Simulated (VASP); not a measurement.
# A VASP study of HfB2 (PBEsol): structure first, properties next, part 3 of 4

Wanted: the relaxed cell of HfB2 and its properties. The start is a cell from a database of measured crystal structures.

VASP 6.6.1; PBEsol; plane waves and PAW (Hf_pv, B).

So far. Step 4 (Single point with fields (PBEsol)): In this run the pressure is 0.00 GPa, small enough to go on. Step 5 (Band structure (PBEsol)): There is no gap at this level.

**6. Density of states (PBEsol)**

A density of states needs more k-points than a total energy; ISMEAR = -5 takes tetrahedra, and LORBIT projects the states on the PAW spheres. The mesh is finer than in the run before.

INCAR reads:

```
SYSTEM = HfB2
PREC = Accurate
ENCUT = 420
EDIFF = 1E-06
NELM = 100
ISMEAR = -5
SIGMA = 0.05
LREAL = .FALSE.
ALGO = Normal
GGA = PS
NBANDS = 21
LASPH = .TRUE.
LORBIT = 11
LWAVE = .FALSE.
LCHARG = .FALSE.
KPAR = 2
NEDOS = 2001
```

POSCAR reads:

```
HfB2
1.0
    3.1277317969      0.0000000000      0.0000000000
   -1.5638658985      2.7086951924      0.0000000000
    0.0000000000      0.0000000000      3.4458984043
Hf B
1 2
Direct
    0.0000000000      0.0000000000      0.0000000000
    0.3333333333      0.6666666667      0.5000000000
    0.6666666667      0.3333333333      0.5000000000
```

KPOINTS reads:

```
Automatic mesh
0
Gamma
10 10 8
0 0 0
```

Potentials, in the order of the species: Hf_pv and B (PBE family, release 64).

Launch:

```console
mpirun -np 2 vasp_std
```

Output:

```text
[... set-up lines as in an earlier step ...]
 entering main loop
       N       E                     dE             d eps       ncg     rms          rms(c)
DAV:   1     0.287472770531E+02    0.28747E+02   -0.63538E+03  2956   0.613E+02
DAV:   2    -0.286517566760E+02   -0.57399E+02   -0.54273E+02  3620   0.173E+02
DAV:   3    -0.300643477509E+02   -0.14126E+01   -0.14022E+01  3516   0.197E+01
DAV:   4    -0.300673974333E+02   -0.30497E-02   -0.30497E-02  3198   0.107E+00
DAV:   5    -0.300674034727E+02   -0.60394E-05   -0.60413E-05  3387   0.437E-02    0.552E+01
DAV:   6    -0.279854929019E+02    0.20819E+01   -0.83678E-01  3105   0.821E+00    0.397E+01
DAV:   7    -0.279323547648E+02    0.53138E-01   -0.49629E-01  3280   0.515E+00    0.106E+01
DAV:   8    -0.278645509156E+02    0.67804E-01   -0.10509E-01  3100   0.275E+00    0.126E+00
DAV:   9    -0.278581144571E+02    0.64365E-02   -0.11520E-02  3085   0.858E-01    0.350E-01
DAV:  10    -0.278578023228E+02    0.31213E-03   -0.60245E-04  3165   0.210E-01    0.190E-01
DAV:  11    -0.278578037065E+02   -0.13837E-05   -0.93077E-05  3311   0.551E-02    0.145E-01
DAV:  12    -0.278578030769E+02    0.62965E-06   -0.27736E-06  3228   0.104E-02
   1 F= -.27857803E+02 E0= -.27857803E+02  d E =0.000000E+00
 -----------------------------------------------------------------------------
|                                                                             |
|           W    W    AA    RRRRR   N    N  II  N    N   GGGG   !!!           |
|           W    W   A  A   R    R  NN   N  II  NN   N  G    G  !!!           |
|           W    W  A    A  R    R  N N  N  II  N N  N  G       !!!           |
|           W WW W  AAAAAA  RRRRR   N  N N  II  N  N N  G  GGG   !            |
|           WW  WW  A    A  R   R   N   NN  II  N   NN  G    G                |
|           W    W  A    A  R    R  N    N  II  N    N   GGGG   !!!           |
|                                                                             |
|     Tetrahedron method does not include variations of the Fermi             |
|     occupations, so forces and stress will be inaccurate. We suggest        |
|     using a different smearing scheme ISMEAR = 1 or 2 for metals in         |
|     relaxations.                                                            |
|                                                                             |
 -----------------------------------------------------------------------------
```

Wall time 7.4 s (2 MPI ranks of AMD EPYC 9R45, shared host); peak memory 0.25 GiB; 13 s of CPU time.

Parts of OUTCAR (step 6):

```text
   k-points           NKPTS =     70   k-points in BZ     NKDIM =     70   number of bands    NBANDS=     21

   NELECT =      16.0000    total number of electrons

 E-fermi :   7.8361

 k-point     1 :       0.0000    0.0000    0.0000
  band No.  band energies     occupation
    ...
      4      -6.1310      2.00000
      5       4.6342      2.00000
      6       4.7222      2.00000
      7       4.7222      2.00000
      8       4.9998      2.00000
      9      11.7733      0.00000
     10      11.7733      0.00000
     11      12.5046      0.00000
     12      12.5046      0.00000
     13      12.7210      0.00000
    ...

  Total       -0.0653958     -0.0653958      0.1232740      0.0000000     -0.0000000     -0.0000000
  in kB       -3.5889586     -3.5889586      6.7653474      0.0000000     -0.0000000     -0.0000000
  external PRESSURE =      -0.1375233 kB  Pullay stress =       0.0000000 kB

 POSITION                                       TOTAL-FORCE (eV/Angst)
 -----------------------------------------------------------------------------------
      0.00000      0.00000      0.00000        -0.000000      0.000000      0.000000
     -0.00000      1.80580      1.72295        -0.000000     -0.000000      0.000000
      1.56387      0.90290      1.72295         0.000000      0.000000      0.000000
 -----------------------------------------------------------------------------------
    total drift:                               -0.000000      0.000000      0.000000

  FREE ENERGIE OF THE ION-ELECTRON SYSTEM (eV)
  ---------------------------------------------------
  free  energy   TOTEN  =       -27.8578030769 eV

  energy  without entropy=      -27.8578030769  energy(sigma->0) =      -27.85780308

[... 6 parts as in an earlier step ...]

[... 10 further parts left out ...]
```

With tetrahedra the forces and stress of a metal are not exact derivatives of the energy.

This step gave:

* SCF cycles: 12
* irreducible k-points: 70
* Fermi energy: 7.836 eV
* pressure: -0.01375 GPa
* DOS at the Fermi level: 0.2820 states/eV/cell

The density of states has structure finer than the step of the table below, so its rows give means over 1 eV, whole bins alone (the curve runs from -12.0 to 7.17 eV). Peaks (eV: height): total -3.9: 3.17, -3.1: 1.84, 5.0: 1.96, 6.6: 2.18; Hf d -3.9: 0.679, -2.8: 0.470, 5.0: 1.09, 6.6: 0.954; B p -5.4: 0.541, -3.9: 1.14, -3.1: 0.556, 6.6: 0.403; Hf p -5.4: 0.107, -3.9: 0.345, -3.1: 0.274, 6.7: 0.108; B s -10.5: 0.386, -8.2: 0.208.

States under -12.0 eV and over 7.2 eV are left out. The density of states by energy, zero at the Fermi level; means over each step; values in states/eV/cell:

| energy (eV) | total | Hf d | B p | Hf p | B s | Hf s |
| --- | --- | --- | --- | --- | --- | --- |
| -11 | 0.723 | 0.0505 | 0.0525 | 0.0536 | 0.308 | 0.0278 |
| -10 | 0.609 | 0.0641 | 0.0722 | 0.0284 | 0.229 | 0.0193 |
| -9 | 0.313 | 0.0262 | 0.0559 | 0.0230 | 0.101 | 0.00833 |
| -8 | 0.687 | 0.0663 | 0.156 | 0.0449 | 0.178 | 0.0228 |
| -7 | 0.697 | 0.0772 | 0.191 | 0.0396 | 0.103 | 0.0503 |
| -6 | 0.764 | 0.0929 | 0.275 | 0.0532 | 0.0542 | 0.0397 |
| -5 | 1.20 | 0.188 | 0.456 | 0.0813 | 0.0541 | 0.0398 |
| -4 | 1.87 | 0.375 | 0.678 | 0.196 | 0.0226 | 0.0277 |
| -3 | 1.33 | 0.370 | 0.394 | 0.151 | 0.00662 | 0.00263 |
| -2 | 0.841 | 0.378 | 0.150 | 0.0268 | 0.00253 | 0.00432 |
| -1 | 0.313 | 0.156 | 0.0481 | 0.00564 | 5.5e-4 | 9.7e-4 |
| 0 | 0.208 | 0.105 | 0.0339 | 0.00285 | 6.4e-4 | 7.1e-4 |
| 1 | 0.795 | 0.359 | 0.152 | 0.0186 | 0.0128 | 0.00472 |
| 2 | 1.04 | 0.494 | 0.169 | 0.0264 | 0.0316 | 0.0106 |
| 3 | 1.19 | 0.676 | 0.143 | 0.0305 | 0.0338 | 0.0116 |
| 4 | 1.46 | 0.803 | 0.186 | 0.0507 | 0.0562 | 0.0309 |
| 5 | 1.76 | 0.965 | 0.196 | 0.0665 | 0.101 | 0.0540 |
| 6 | 1.47 | 0.714 | 0.227 | 0.0537 | 0.102 | 0.0542 |

The finer mesh and the other smearing move the Fermi level by +0.33 eV from the 7×7×6 run, one measure of the sampling error in the zero of the bands above. Of the states within 0.3 eV of the Fermi level, the largest shares in the PAW spheres are Hf d 51 % and B p 16 %. The rest lies in smaller channels or between the spheres.

**7. Volume scan with PBEsol, volume scale 0.94**

An equation of state needs energies on both sides of the minimum, all on one mesh and cutoff.

INCAR reads:

```
SYSTEM = HfB2
PREC = Accurate
ENCUT = 420
EDIFF = 1E-06
NELM = 100
ISMEAR = 0
SIGMA = 0.05
LREAL = .FALSE.
ALGO = Normal
GGA = PS
NBANDS = 14
LASPH = .TRUE.
LORBIT = 11
LWAVE = .FALSE.
LCHARG = .FALSE.
KPAR = 2
ISIF = 2
```

POSCAR reads:

```
HfB2
1.0
    3.0638826200      0.0000000000      0.0000000000
   -1.5319413101      2.6534001832      0.0000000000
    0.0000000000      0.0000000000      3.3755542089
Hf B
1 2
Direct
    0.0000000000      0.0000000000      0.0000000000
    0.3333333333      0.6666666667      0.5000000000
    0.6666666667      0.3333333333      0.5000000000
```

KPOINTS reads:

```
Automatic mesh
0
Gamma
7 7 6
0 0 0
```

Launch:

```console
mpirun -np 2 vasp_std
```

Output:

```text
[... set-up lines as in an earlier step ...]
 entering main loop
       N       E                     dE             d eps       ncg     rms          rms(c)
DAV:   1     0.201275802507E+02    0.20128E+02   -0.71938E+03   896   0.925E+02
DAV:   2    -0.288044336046E+02   -0.48932E+02   -0.46192E+02  1160   0.206E+02
DAV:   3    -0.300446660074E+02   -0.12402E+01   -0.12361E+01  1154   0.250E+01
DAV:   4    -0.300492106892E+02   -0.45447E-02   -0.45443E-02  1034   0.191E+00
DAV:   5    -0.300492358869E+02   -0.25198E-04   -0.25198E-04  1178   0.123E-01    0.613E+01
DAV:   6    -0.278967089024E+02    0.21525E+01   -0.31533E+00  1046   0.128E+01    0.439E+01
DAV:   7    -0.278514963331E+02    0.45213E-01   -0.12320E+00  1112   0.815E+00    0.105E+01
DAV:   8    -0.277645744618E+02    0.86922E-01   -0.36020E-01  1046   0.453E+00    0.159E+00
DAV:   9    -0.277605789129E+02    0.39955E-02   -0.24558E-02  1028   0.127E+00    0.388E-01
DAV:  10    -0.277603947074E+02    0.18421E-03   -0.81640E-04  1112   0.245E-01    0.257E-01
DAV:  11    -0.277603995758E+02   -0.48684E-05   -0.51837E-05  1106   0.550E-02    0.719E-02
DAV:  12    -0.277603977497E+02    0.18261E-05   -0.38084E-06  1082   0.154E-02    0.262E-02
DAV:  13    -0.277603978983E+02   -0.14867E-06   -0.16142E-07   466   0.353E-03
   1 F= -.27760398E+02 E0= -.27760110E+02  d E =-.576500E-03
```

Wall time 2.8 s (2 MPI ranks); peak memory 0.21 GiB.

OUTCAR, selected parts (step 7):

```text
   ENCUT  =  420.0 eV  30.87 Ry    5.56 a.u.   5.12  5.12  5.64*2*pi/ulx,y,z

   NELECT =      16.0000    total number of electrons

 E-fermi :   7.9977

 k-point     1 :       0.0000    0.0000    0.0000
  band No.  band energies     occupation
    ...
      4      -5.9828      2.00000
      5       4.9648      2.00000
      6       5.0825      2.00000
      7       5.0825      2.00000
      8       5.5320      2.00000
      9      12.5892      0.00000
     10      12.5892      0.00000
     11      13.3518      0.00000
     12      13.3518      0.00000
     13      13.4975      0.00000
    ...

  Total        3.2766844      3.2766844      2.9939144     -0.0000000      0.0000000      0.0000000
  in kB      191.3045221    191.3045221    174.7953969     -0.0000000      0.0000000      0.0000000
  external PRESSURE =     185.8014804 kB  Pullay stress =       0.0000000 kB

 POSITION                                       TOTAL-FORCE (eV/Angst)
 -----------------------------------------------------------------------------------
      0.00000      0.00000      0.00000         0.000000      0.000000      0.000000
     -0.00000      1.76893      1.68778         0.000000     -0.000000      0.000000
      1.53194      0.88447      1.68778        -0.000000      0.000000     -0.000000
 -----------------------------------------------------------------------------------
    total drift:                               -0.000000      0.000000      0.000000

  FREE ENERGIE OF THE ION-ELECTRON SYSTEM (eV)
  ---------------------------------------------------
  free  energy   TOTEN  =       -27.7603978983 eV

  energy  without entropy=      -27.7598213981  energy(sigma->0) =      -27.76010965

[... 3 parts as in an earlier step ...]

[... 13 further parts left out ...]
```

The scan keeps the cell's shape and the fractional positions fixed.

This step gave:

* SCF cycles: 13
* bands: 14
* irreducible k-points: 32
* free energy (TOTEN): -27.76 eV
* energy at zero smearing: -27.76 eV
* Fermi energy: 7.998 eV
* pressure: 18.58 GPa

The pressure here is 18.58 GPa.

**8. Volume scan with PBEsol, volume scale 0.96**

INCAR is that of step 7.

POSCAR reads:

```
HfB2
1.0
    3.0854599691      0.0000000000      0.0000000000
   -1.5427299846      2.6720867157      0.0000000000
    0.0000000000      0.0000000000      3.3993265006
Hf B
1 2
Direct
    0.0000000000      0.0000000000      0.0000000000
    0.3333333333      0.6666666667      0.5000000000
    0.6666666667      0.3333333333      0.5000000000
```

KPOINTS is that of step 7.

Launch:

```console
mpirun -np 2 vasp_std
```

Output:

```text
[... set-up lines as in an earlier step ...]
 entering main loop
       N       E                     dE             d eps       ncg     rms          rms(c)
DAV:   1     0.225132508731E+02    0.22513E+02   -0.71081E+03   896   0.921E+02
DAV:   2    -0.287435653354E+02   -0.51257E+02   -0.47563E+02  1144   0.206E+02
DAV:   3    -0.300662057483E+02   -0.13226E+01   -0.13158E+01  1184   0.255E+01
DAV:   4    -0.300716381705E+02   -0.54324E-02   -0.54318E-02  1046   0.200E+00
DAV:   5    -0.300716724777E+02   -0.34307E-04   -0.34306E-04  1172   0.135E-01    0.592E+01
DAV:   6    -0.279476463193E+02    0.21240E+01   -0.31551E+00  1046   0.126E+01    0.425E+01
DAV:   7    -0.279018990932E+02    0.45747E-01   -0.12006E+00  1106   0.796E+00    0.105E+01
DAV:   8    -0.278200311025E+02    0.81868E-01   -0.35103E-01  1064   0.440E+00    0.158E+00
DAV:   9    -0.278159526841E+02    0.40784E-02   -0.24656E-02  1034   0.126E+00    0.381E-01
DAV:  10    -0.278157632831E+02    0.18940E-03   -0.84492E-04  1100   0.247E-01    0.258E-01
DAV:  11    -0.278157687772E+02   -0.54941E-05   -0.54683E-05  1100   0.559E-02    0.645E-02
DAV:  12    -0.278157668796E+02    0.18976E-05   -0.41929E-06  1064   0.161E-02    0.268E-02
DAV:  13    -0.278157670277E+02   -0.14809E-06   -0.16776E-07   472   0.359E-03
   1 F= -.27815767E+02 E0= -.27815479E+02  d E =-.576184E-03
```

Elapsed: 3.4 s, on 2 MPI ranks; peak memory 0.22 GiB; 5.7 s of CPU time.

From OUTCAR (step 8):

```text
   ENCUT  =  420.0 eV  30.87 Ry    5.56 a.u.   5.16  5.16  5.68*2*pi/ulx,y,z

   NELECT =      16.0000    total number of electrons

 E-fermi :   7.8281

 k-point     1 :       0.0000    0.0000    0.0000
  band No.  band energies     occupation
    ...
      4      -6.0359      2.00000
      5       4.8523      2.00000
      6       4.9589      2.00000
      7       4.9589      2.00000
      8       5.3455      2.00000
      9      12.3073      0.00000
     10      12.3073      0.00000
     11      13.0604      0.00000
     12      13.0604      0.00000
     13      13.2296      0.00000
    ...

  Total        2.1206875      2.1206875      1.9326176     -0.0000000      0.0000000      0.0000000
  in kB      121.2338552    121.2338552    110.4824158     -0.0000000      0.0000000      0.0000000
  external PRESSURE =     117.6500421 kB  Pullay stress =       0.0000000 kB

 POSITION                                       TOTAL-FORCE (eV/Angst)
 -----------------------------------------------------------------------------------
      0.00000      0.00000      0.00000        -0.000000      0.000000      0.000000
     -0.00000      1.78139      1.69966         0.000000     -0.000000      0.000000
      1.54273      0.89070      1.69966        -0.000000      0.000000     -0.000000
 -----------------------------------------------------------------------------------
    total drift:                               -0.000000      0.000000      0.000000

  FREE ENERGIE OF THE ION-ELECTRON SYSTEM (eV)
  ---------------------------------------------------
  free  energy   TOTEN  =       -27.8157670277 eV

  energy  without entropy=      -27.8151908433  energy(sigma->0) =      -27.81547894

[... 4 parts as in an earlier step ...]

[... 12 further parts left out ...]
```

Numbers from this step:

```
free energy (TOTEN)     : -27.82 eV
energy at zero smearing : -27.82 eV
Fermi energy            : 7.828 eV
pressure                : 11.77 GPa
```

The pressure falls from 18.58 to 11.77 GPa.

The run ends at a pressure of 11.77 GPa.

**9. Volume scan with PBEsol, volume scale 0.98**

INCAR is that of step 8.

POSCAR reads:

```
HfB2
1.0
    3.1067396758      0.0000000000      0.0000000000
   -1.5533698380      2.6905154823      0.0000000000
    0.0000000000      0.0000000000      3.4227708725
Hf B
1 2
Direct
    0.0000000000      0.0000000000      0.0000000000
    0.3333333333      0.6666666667      0.5000000000
    0.6666666667      0.3333333333      0.5000000000
```

KPOINTS is that of step 8.

Launch:

```console
mpirun -np 2 vasp_std
```

Output:

```text
[... set-up lines as in an earlier step ...]
 entering main loop
       N       E                     dE             d eps       ncg     rms          rms(c)
DAV:   1     0.196163595907E+02    0.19616E+02   -0.70783E+03   896   0.916E+02
DAV:   2    -0.288111150738E+02   -0.48427E+02   -0.45533E+02  1160   0.202E+02
DAV:   3    -0.300677776811E+02   -0.12567E+01   -0.12493E+01  1172   0.249E+01
DAV:   4    -0.300732869935E+02   -0.55093E-02   -0.55089E-02  1022   0.197E+00
[...]
DAV:  11    -0.278474672488E+02   -0.55988E-05   -0.56531E-05  1076   0.566E-02    0.694E-02
DAV:  12    -0.278474651924E+02    0.20563E-05   -0.44742E-06  1064   0.165E-02    0.247E-02
DAV:  13    -0.278474653325E+02   -0.14002E-06   -0.17892E-07   484   0.368E-03
   1 F= -.27847465E+02 E0= -.27847177E+02  d E =-.576003E-03
```

It took 3.4 s on 2 MPI ranks; peak memory 0.22 GiB; 5.6 s of CPU time.

From OUTCAR (step 9):

```text
  Total        1.0291122      1.0291122      0.9374651     -0.0000000      0.0000000     -0.0000000
  in kB       57.6308644     57.6308644     52.4985733     -0.0000000      0.0000000     -0.0000000
  external PRESSURE =      55.9201007 kB  Pullay stress =       0.0000000 kB

 POSITION                                       TOTAL-FORCE (eV/Angst)
 -----------------------------------------------------------------------------------
      0.00000      0.00000      0.00000         0.000000      0.000000     -0.000000
     -0.00000      1.79368      1.71139         0.000000     -0.000000      0.000000
      1.55337      0.89684      1.71139        -0.000000      0.000000     -0.000000
 -----------------------------------------------------------------------------------
    total drift:                               -0.000000      0.000000      0.000000

  FREE ENERGIE OF THE ION-ELECTRON SYSTEM (eV)
  ---------------------------------------------------
  free  energy   TOTEN  =       -27.8474653325 eV

  energy  without entropy=      -27.8468893291  energy(sigma->0) =      -27.84717733

[... 1 part as in an earlier step ...]

[... 2 further parts left out ...]
[key lines of the parts left out:]
E-fermi :   7.6635
```

The pressure falls from 11.77 to 5.59 GPa.

The run ends at a pressure of 5.59 GPa.

**10. Volume scan with PBEsol, volume scale 1**

INCAR is that of step 9.

POSCAR reads:

```
HfB2
1.0
    3.1277317969      0.0000000000      0.0000000000
   -1.5638658985      2.7086951924      0.0000000000
    0.0000000000      0.0000000000      3.4458984043
Hf B
1 2
Direct
    0.0000000000      0.0000000000      0.0000000000
    0.3333333333      0.6666666667      0.5000000000
    0.6666666667      0.3333333333      0.5000000000
```

KPOINTS is that of step 9.

Launch:

```console
mpirun -np 2 vasp_std
```

Output:

```text
[... set-up lines as in an earlier step ...]
 entering main loop
       N       E                     dE             d eps       ncg     rms          rms(c)
[... 13 cycles as in an earlier step ...]
   1 F= -.27857753E+02 E0= -.27857466E+02  d E =-.575899E-03
```

It took 3.4 s on 2 MPI ranks; peak memory 0.22 GiB; 5.6 s of CPU time.

From OUTCAR (step 10):

```text
[... 6 parts as in an earlier step ...]

[... 1 further part left out ...]
[key lines of the parts left out:]
E-fermi :   7.5038
```

The pressure falls from 5.59 to 0.00 GPa.

The run ends at a pressure of 0.00 GPa.

(Part 3 of 4 ends here.)

[Lines on the potential files, build, host, timing and source positions are cut from VASP's logs without a mark.]

[Logs are printed without paths, hosts, clocks, repeated set-up lines and the standing remarks that a program may print on its own settings, such as how far it seeks lower states.]

[Hosts, paths, dates, database ids (printed as entryN), source tags and the programs' standing remarks are cut or masked in the printed files.]

[A measured line is paired with the nearest computed mode of its activity, which favours agreement.]
